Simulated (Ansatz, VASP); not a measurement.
# Cross-check of MnI between VASP and Ansatz

Wanted: the spread between two codes on one cell, functional and k mesh. The cell is invented: As first built, before any earlier steps moved the atoms: it takes the CuI structure with some of its atoms replaced by other elements, volume scaled by an estimate. It may not be a known or stable phase. The cell comes out of the VASP series on this material, whose earlier steps may have relaxed, scaled or displaced it; both programs get it as it stands.

Method: plane waves, with VASP 6.6.1 beside it; single point at r2SCAN, DFT+U and band structure at r2SCAN, DFT+U, in Ansatz 0.2.0.

## 1. Set-up

Symmetry: F-43m, No. 216, cubic system. Conventional cell: a = 7.354 Å, b = 7.354 Å, c = 7.354 Å, α = 90.00°, β = 90.00°, γ = 90.00°. I has 4 Mn at 3.18 Å nearest. Nearest to Mn lie 4 I at 3.18 Å. As first built, before any earlier steps moved the atoms: sites of the CuI structure (space group 216) filled with other elements, volume scaled by an estimate. Farther neighbours and most contacts between anions are not listed.

Coordinates:

```xyz
2
Lattice="0.0000 3.6770 3.6770 3.6770 0.0000 3.6770 3.6770 3.6770 0.0000" Properties=species:S:1:pos:R:3 pbc="T T T"
I     0.0000    0.0000    0.0000
Mn    1.8385    1.8385    1.8385
```

## 2. VASP: single point, r2SCAN, DFT+U

A single point gives forces, pressure and levels at one fixed geometry, so differences don't come from the geometry; what else differs is listed under the comparison.

Lines of VASP's logs that name or quote its potential files are left out, and so is its time.

INCAR

```
SYSTEM = MnI
PREC = Accurate
ENCUT = 400
EDIFF = 1E-06
NELM = 100
ISMEAR = -1
SIGMA = 0.05
LREAL = .FALSE.
ALGO = Normal
METAGGA = R2SCAN
LASPH = .TRUE.
ISPIN = 2
MAGMOM = 0 4
LDAU = .TRUE.
LDAUTYPE = 2
LDAUL = -1 2
LDAUU = 0 6
LDAUJ = 0 0
LDAUPRINT = 1
LMAXMIX = 4
LORBIT = 11
LWAVE = .FALSE.
LCHARG = .TRUE.
ISIF = 2
LELF = .TRUE.
LVHAR = .TRUE.
```

POSCAR

```
MnI
1.0
    0.0000000000      3.6770304868      3.6770304868
    3.6770304868      0.0000000000      3.6770304868
    3.6770304868      3.6770304868      0.0000000000
I Mn
1 1
Direct
    0.0000000000      0.0000000000      0.0000000000
    0.2500000000      0.2500000000      0.2500000000
```

KPOINTS

```
Automatic mesh
0
Gamma
5 5 5
0 0 0
```

PAW data sets: I and Mn_pv (PBE family, release 64).

On the command line:

```console
$ mpirun -np 1 vasp_std
```

Numbers of over 12 decimals in the logs are rounded to 6 here.

The log of the run:

```text
[banner, memory and clock lines left out]
running    1 mpi-ranks, on    1 nodes
 distrk:  each k-point on    1 cores,    1 groups
 distr:  one band on    1 cores,    1 groups

 POSCAR found type information on POSCAR I Mn
 POSCAR found :  2 types and       2 ions
|                                                                             |
|               ----> ADVICE to this user running VASP <----                  |
|                                                                             |
|     You enforced a specific xc type in the INCAR file but a different       |
|     [... a line on the potential file left out ...]
|     I HOPE YOU KNOW WHAT YOU ARE DOING!                                     |
|                                                                             |

 LDA part: xc-table for (None), standard interpolation
 POSCAR, INCAR and KPOINTS ok, starting setup
 FFT: planning ... GRIDC
 FFT: planning ... GRID_SOFT
 FFT: planning ... GRID
 WAVECAR not read
 entering main loop
       N       E                     dE             d eps       ncg     rms          rms(c)
DAV:   1     0.510652491404E+02    0.51065E+02   -0.95141E+03   800   0.871E+02
DAV:   2    -0.341184612178E+02   -0.85184E+02   -0.80717E+02   696   0.217E+02
DAV:   3    -0.383720024449E+02   -0.42535E+01   -0.42259E+01   792   0.512E+01
DAV:   4    -0.384391018486E+02   -0.67099E-01   -0.67082E-01   696   0.669E+00
DAV:   5    -0.384406364321E+02   -0.15346E-02   -0.15345E-02   768   0.108E+00    0.104E+01
DAV:   6    -0.368631273538E+02    0.15775E+01   -0.14600E+01   640   0.392E+01    0.103E+01
DAV:   7    -0.376210292040E+02   -0.75790E+00   -0.10022E+00   664   0.817E+00    0.509E+00
DAV:   8    -0.376791456818E+02   -0.58116E-01   -0.10557E-01   744   0.293E+00    0.281E+00
DAV:   9    -0.376905535559E+02   -0.11408E-01   -0.43562E-02   720   0.171E+00    0.572E-01
DAV:  10    -0.376947608904E+02   -0.42073E-02   -0.12396E-02   712   0.956E-01    0.226E-01
DAV:  11    -0.376961868597E+02   -0.14260E-02   -0.28046E-03   656   0.446E-01    0.942E-02
DAV:  12    -0.376964825577E+02   -0.29570E-03   -0.80646E-04   640   0.247E-01    0.569E-02
DAV:  13    -0.376967731736E+02   -0.29062E-03   -0.15494E-04   672   0.107E-01    0.336E-02
DAV:  14    -0.376967883847E+02   -0.15211E-04   -0.31696E-05   656   0.451E-02    0.156E-02
DAV:  15    -0.376968056888E+02   -0.17304E-04   -0.31222E-05   648   0.406E-02    0.683E-03
DAV:  16    -0.376968021648E+02    0.35240E-05   -0.10039E-05   568   0.226E-02    0.335E-03
DAV:  17    -0.376968015660E+02    0.59872E-06   -0.17253E-06   608   0.896E-03
   1 F= -.37696802E+02 E0= -.37695887E+02  d E =-.182901E-02  mag=     5.9840
```

Parts of OUTCAR (step 2):

```text
ion  position               nearest neighbor table
   1  0.000  0.000  0.000-   2 3.18   2 3.18   2 3.18   2 3.18
   2  0.250  0.250  0.250-   1 3.18   1 3.18   1 3.18   1 3.18

  LATTYP: Found a face centered cubic cell.
 ALAT       =     7.3540609736

 Subroutine GETGRP returns: Found 24 space group operations
 (whereof 24 operations were pure point group operations)

The static configuration has the point symmetry T_d .

 Found     10 irreducible k-points:

   k-points           NKPTS =     10   k-points in BZ     NKDIM =     10   number of bands    NBANDS=     16

   dimension x,y,z NGX =    36 NGY =   36 NGZ =   36
   dimension x,y,z NGXF=    72 NGYF=   72 NGZF=   72

   ENCUT  =  400.0 eV  29.40 Ry    5.42 a.u.   8.48  8.48  8.48*2*pi/ulx,y,z

   NELECT =      20.0000    total number of electrons

 k-points in reciprocal lattice and weights: Automatic mesh
   0.00000000  0.00000000  0.00000000       0.008
   0.20000000  0.00000000  0.00000000       0.064
   0.40000000  0.00000000  0.00000000       0.064
   0.20000000  0.20000000  0.00000000       0.048
   0.40000000  0.20000000  0.00000000       0.192
  -0.40000000  0.20000000  0.00000000       0.192
  -0.20000000  0.20000000  0.00000000       0.096
   0.40000000  0.40000000  0.00000000       0.048
  -0.40000000  0.40000000  0.00000000       0.096
  -0.40000000  0.40000000  0.20000000       0.192

atom =   2  type =  2  l = 2

 onsite density matrix

spin component  1

  0.9475 -0.0000 -0.0000  0.0000  0.0000
 -0.0000  0.9475 -0.0000  0.0000  0.0000
 -0.0000 -0.0000  0.9458 -0.0000  0.0000
  0.0000  0.0000 -0.0000  0.9475  0.0000
  0.0000  0.0000  0.0000  0.0000  0.9458

spin component  2

  0.0077  0.0000  0.0000 -0.0000  0.0000
  0.0000  0.0077  0.0000  0.0000 -0.0000
  0.0000  0.0000  0.0014 -0.0000 -0.0000
 -0.0000  0.0000 -0.0000  0.0077 -0.0000
  0.0000 -0.0000 -0.0000 -0.0000  0.0014

 occupancies and eigenvectors

  o =  0.0014  v =  0.0000  0.0000  0.0000  0.0000  0.0000 -0.0000  0.0000  0.0170  0.0000  0.9999      0.0000  0.0000  0.0000  0.0000  0.0000  0.0000  0.0000  0.0000  0.0000  0.0000
  o =  0.0014  v =  0.0000  0.0000  0.0000  0.0000  0.0000  0.0000  0.0000 -0.9999 -0.0000  0.0170      0.0000  0.0000  0.0000  0.0000  0.0000  0.0000  0.0000  0.0000  0.0000  0.0000
  o =  0.0077  v =  0.0000  0.0000  0.0000  0.0000  0.0000 -0.0005 -0.0004  0.0000 -1.0000  0.0000      0.0000  0.0000  0.0000  0.0000  0.0000  0.0000  0.0000  0.0000  0.0000  0.0000
  o =  0.0077  v =  0.0000  0.0000  0.0000  0.0000  0.0000  1.0000 -0.0063  0.0000 -0.0005  0.0000      0.0000  0.0000  0.0000  0.0000  0.0000  0.0000  0.0000  0.0000  0.0000  0.0000
  o =  0.0077  v =  0.0000  0.0000  0.0000  0.0000  0.0000  0.0063  1.0000  0.0000 -0.0004 -0.0000      0.0000  0.0000  0.0000  0.0000  0.0000  0.0000  0.0000  0.0000  0.0000  0.0000
  o =  0.9458  v =  0.0000  0.0000 -0.9918  0.0000  0.1276  0.0000  0.0000  0.0000  0.0000  0.0000      0.0000  0.0000  0.0000  0.0000  0.0000  0.0000  0.0000  0.0000  0.0000  0.0000
  o =  0.9458  v =  0.0000 -0.0000  0.1276 -0.0000  0.9918  0.0000  0.0000  0.0000  0.0000  0.0000      0.0000  0.0000  0.0000  0.0000  0.0000  0.0000  0.0000  0.0000  0.0000  0.0000
  o =  0.9475  v =  1.0000  0.0000  0.0000  0.0000  0.0000  0.0000  0.0000  0.0000  0.0000  0.0000      0.0000  0.0000  0.0000  0.0000  0.0000  0.0000  0.0000  0.0000  0.0000  0.0000
  o =  0.9475  v =  0.0000  0.8572  0.0000  0.5149  0.0000  0.0000  0.0000  0.0000  0.0000  0.0000      0.0000  0.0000  0.0000  0.0000  0.0000  0.0000  0.0000  0.0000  0.0000  0.0000
  o =  0.9475  v =  0.0000  0.5149  0.0000 -0.8572 -0.0000  0.0000  0.0000  0.0000  0.0000  0.0000      0.0000  0.0000  0.0000  0.0000  0.0000  0.0000  0.0000  0.0000  0.0000  0.0000

 average (electrostatic) potential at core
       1 -99.7473       2 -79.9399

 E-fermi :   2.5478

 spin component 1
 k-point     1 :       0.0000    0.0000    0.0000
  band No.  band energies     occupation
    ...
      9      -5.6576      1.00000
     10      -1.2350      1.00000
     11      -1.2350      1.00000
     12      -1.2350      1.00000
     13      -0.0772      1.00000
     14       4.7704      0.00000
     15       4.7705      0.00000
     16       4.7705      0.00000

 k-point     2 :       0.2000    0.0000    0.0000
  band No.  band energies     occupation
    ...
      9      -5.6579      1.00000
     10      -2.1885      1.00000
     11      -1.3356      1.00000
     12      -1.3356      1.00000
     13       0.8276      1.00000
     14       4.5011      0.00000
     15       4.9887      0.00000
     16       4.9888      0.00000

 k-point     3 :       0.4000    0.0000    0.0000
  band No.  band energies     occupation
    ...
      9      -5.6526      1.00000
     10      -3.0815      1.00000
     11      -1.4870      1.00000
     12      -1.4870      1.00000
     13       1.3590      1.00000
     14       5.0594      0.00000
     15       5.1461      0.00000
     16       5.1461      0.00000

 k-point     4 :       0.2000    0.2000    0.0000
  band No.  band energies     occupation
    ...
      9      -5.6530      1.00000
     10      -2.2255      1.00000
     11      -1.4969      1.00000
     12      -1.4969      1.00000
     13       1.1679      1.00000
     14       3.9333      0.00000
     15       5.3648      0.00000
     16       5.3649      0.00000

 k-point     5 :       0.4000    0.2000    0.0000
  band No.  band energies     occupation
    ...
      9      -5.6505      1.00000
     10      -2.8888      1.00000
     11      -1.7602      1.00000
     12      -1.6608      1.00000
     13       1.8329      1.00000
     14       3.9746      0.00000
     15       5.4272      0.00000
     16       5.7170      0.00000

 k-point     6 :      -0.4000    0.2000    0.0000
  band No.  band energies     occupation
    ...
      9      -5.6184      1.00000
     10      -3.1152      1.00000
     11      -1.9812      1.00000
     12      -1.6130      1.00000
     13       1.9774      0.99999
     14       4.6030      0.00000
     15       5.2767      0.00000
     16       5.5702      0.00000

  Total        0.0113792      0.0113792      0.0113792      0.0000000      0.0000000      0.0000000
  in kB        0.1833580      0.1833580      0.1833580      0.0000000      0.0000000      0.0000000
  external PRESSURE =       0.1833580 kB  Pullay stress =       0.0000000 kB

  energy-cutoff  :      400.00
  volume of cell :       99.43
      direct lattice vectors                 reciprocal lattice vectors
     0.000000000  3.677030487  3.677030487    -0.135979291  0.135979291  0.135979291
     3.677030487  0.000000000  3.677030487     0.135979291 -0.135979291  0.135979291
     3.677030487  3.677030487  0.000000000     0.135979291  0.135979291 -0.135979291

 POSITION                                       TOTAL-FORCE (eV/Angst)
 -----------------------------------------------------------------------------------
      0.00000      0.00000      0.00000        -0.000000     -0.000000     -0.000000
      1.83852      1.83852      1.83852         0.000000      0.000000      0.000000
 -----------------------------------------------------------------------------------
    total drift:                                0.000028      0.000028      0.000028

  FREE ENERGIE OF THE ION-ELECTRON SYSTEM (eV)
  ---------------------------------------------------
  free  energy   TOTEN  =       -37.6968015660 eV

  energy  without entropy=      -37.6949725524  energy(sigma->0) =      -37.69588706

 total charge
# of ion       s       p       d       tot
------------------------------------------
    1        1.513   2.816   0.015   4.343
    2        0.396   6.047   4.748  11.191
--------------------------------------------------
tot          1.909   8.863   4.763  15.535

 magnetization (x)
# of ion       s       p       d       tot
------------------------------------------
    1        0.035   0.102   0.012   0.149
    2        0.312   0.026   4.698   5.036
--------------------------------------------------
tot          0.348   0.127   4.709   5.184

[... 6 further parts left out ...]
```

The run ends at a pressure of 0.02 GPa.

(Part 1 of 2 ends here.)

[Lines on the potential files, build, host, timing and source positions are cut from VASP's logs without a mark.]

[Logs are printed without paths, hosts, clocks, repeated set-up lines and the standing remarks that a program may print on its own settings, such as how far it seeks lower states.]

[Hosts, paths, dates, database ids (printed as entryN), source tags and the programs' standing remarks are cut or masked in the printed files.]
